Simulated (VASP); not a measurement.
```
HfC
1.0
    0.00000     2.27449     2.27449
    2.27449     0.00000     2.27449
    2.27449     2.27449     0.00000
Hf C
1 1
Direct
  0.00000   0.00000   0.00000
  0.50000   0.50000   0.50000
```

Calculation: PBEsol GGA, VASP's PBE PAW potentials (set 64) (plane waves; VASP). Settings: 620 eV cut-off, 14×14×14 Γ-centred mesh, first-order Methfessel-Paxton smearing of 0.10 eV, potentials Hf_pv C.

Energy and stress use the plane-wave basis of the starting cell.

### Question
The ions, cell shape and volume at an external pressure of 20.0 GPa are relaxed. Predict the relaxed structure.

### Answer

```
HfC
1.0
    0.00000     2.25033     2.25033
    2.25033     0.00000     2.25033
    2.25033     2.25033     0.00000
Hf C
1 1
Direct
  0.00000   0.00000   0.00000
  0.50000   0.50000   0.50000
```
Space group Fm-3m (225), at a tolerance of 0.03 Å.

### Question
How do energy and volume change from the first to the last step?

### Answer
The energy (σ→0) changes by +34.3 meV/atom and the volume by -3.2 %, in 4 ionic steps.

The compound is HfC in the rock salt structure. This run relaxes it under an external pressure of 20 GPa. Symmetry was kept, so distortions that lower it aren't found.
